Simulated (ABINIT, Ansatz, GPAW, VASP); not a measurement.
Code comparison for Te2Mo (P6_3/mmc, 6 atoms in the cell)

Self-consistent single point.

```
Te2Mo
1.0
    3.50111     0.00000     0.00000
   -1.75056     3.03205     0.00000
    0.00000     0.00000    14.38265
Te Mo
4 2
Direct
  0.33333   0.66667   0.62782
  0.66667   0.33333   0.37218
  0.66667   0.33333   0.12782
  0.33333   0.66667   0.87218
  0.33333   0.66667   0.25000
  0.66667   0.33333   0.75000
```

All programs got the same cell, k-point mesh and kind of occupations (some realise fixed ones as a very narrow smearing) (in Ansatz's words: kpoints.mp_grid.grid = 6 6 2; scf.occupations.method = fixed); potentials, basis and cutoffs are each program's usual ones.

| code | model | pressure (GPa) | largest force (eV/Å) | gap on the mesh (eV) | cutoff |
|---|---|---|---|---|---|
| ABINIT | PBE, norm-conserving pseudopotentials (PseudoDojo nc-sr-05 PBE standard) | 6.40 | 1.032 | 0.977 | 41 Ha |
| Ansatz | PBE, default PAW files | 6.37 | 1.025 | 0.982 | 420 eV |
| VASP | PBE, VASP's PBE PAW potentials (set 64) | 6.33 | 1.052 | 0.970 | 300 eV |
| GPAW | PBE, GPAW PAW datasets PBE (gpaw-data 1.0.1) | 5.70 | 0.938 | 0.963 | 550 eV |

Gaps are read on the mesh.

The spread over the programs that give each value: pressure within 0.70 GPa; largest force within 0.114 eV/Å; gap on the mesh within 0.019 eV.

The starting cell comes from a database of computed structures (which also holds hypothetical and non-ambient phases and stackings), without a prior relaxation at this level. Its lattice was rescaled by a random factor within 2.5 % of one. On Ansatz's run: Spin-orbit coupling is off. In the base run, with a pressure of about 6 GPa the cell is away from its equilibrium volume at this level. In the base run, forces exceed 1 eV/Å.

**Question.** Why do the programs differ, and what cannot be compared?

**Answer.** Differences of this kind can come from the potentials, where these differ, and from what each basis and cutoff leave unconverged. The valence holds different numbers of electrons (ABINIT 92, Ansatz (an electronic-structure program) 92, VASP 52, GPAW 52). The zero of total energies and Fermi levels follows the potentials and each program's conventions, so they are not compared here. Ansatz's pressure is given at a fixed set of plane waves, as the other plane-wave codes print theirs; with its correction for the finite basis it is 6.41 GPa. In the force vectors, GPAW (by 0.090) lies more than 0.08 eV/Å from the median of the plane-wave programs.

VASP's run is marked for a possible Pulay error in its stress at this cutoff; no cutoff test was made.

VASP ran the fixed occupations as a Gaussian smearing of 0.01 eV.

Left out of this page: Quantum ESPRESSO, CP2K, Elk, FLEUR and SIESTA (not drawn, or without a comparable value).

Keys are those of Ansatz 0.2.
